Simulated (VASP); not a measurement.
An input for Quantum ESPRESSO's pw.x (written as the equivalent of a VASP run, and not itself run):

```
&CONTROL
  calculation = 'scf'
  pseudo_dir = './pseudo'
  outdir = './out'
  tprnfor = .true.
  tstress = .true.
/
&SYSTEM
  ibrav = 0
  nat = 4
  ntyp = 1
  ecutwfc = 70
  occupations = 'smearing'
  smearing = 'gaussian'
  degauss = 0.00147
  input_dft = 'pz'
/
&ELECTRONS
  conv_thr = 7.3e-08
  electron_maxstep = 100
/
ATOMIC_SPECIES
  I 126.904 I.upf
CELL_PARAMETERS angstrom
     2.3950000   -3.6350000    0.0000000
     2.3950000    3.6350000    0.0000000
     0.0000000    0.0000000    9.7900000
ATOMIC_POSITIONS crystal
  I    0.8474090  0.8494650  0.8830720
  I    0.6461080  0.6467830  0.3811350
  I    0.3418950  0.3433000  0.6180600
  I    0.1645880  0.1604530  0.1177330
K_POINTS automatic
  4 4 2 0 0 0
```

Task: Translate this input to VASP (INCAR, KPOINTS, POSCAR, choice of POTCAR).

Result: This is not unique; one that fits is 
### POSCAR
```
I
1
    2.3950000000    -3.6350000000     0.0000000000
    2.3950000000     3.6350000000     0.0000000000
    0.0000000000     0.0000000000     9.7900000000
I
4
Direct
  0.8474090000   0.8494650000   0.8830720000
  0.6461080000   0.6467830000   0.3811350000
  0.3418950000   0.3433000000   0.6180600000
  0.1645880000   0.1604530000   0.1177330000
```

**INCAR**
```
NELM=100   # most electronic steps
ENCUT=300   # plane-wave cut-off (eV)
LCHARG=.FALSE.
LWAVE=.FALSE.
LREAL=.FALSE.
LMAXMIX=4   # l cut-off of mixed one-centre charges
SYSTEM=I
PREC=Accurate
ISIF=2   # forces and stress, cell fixed
EDIFF=1E-6
ALGO=Normal   # blocked Davidson
LASPH=.TRUE.
ISMEAR=0   # Gaussian
SIGMA=0.02
```

**KPOINTS**
```
kpoints
0
gamma
4 4 2
0 0 0
```

POTCAR, in this order: I (LDA.64 set). Program: vasp_std.

What does not carry over: the potentials are each code's own (VASP's PAW set, PseudoDojo norm-conserving files in pw.x), so ENCUT and ecutwfc are chosen apart and not converted; conv_thr bounds pw.x's estimated SCF error, while EDIFF bounds the energy change between steps.

The structure is a typed I crystal. The cell was not relaxed at this level, atoms are displaced from their ideal sites.
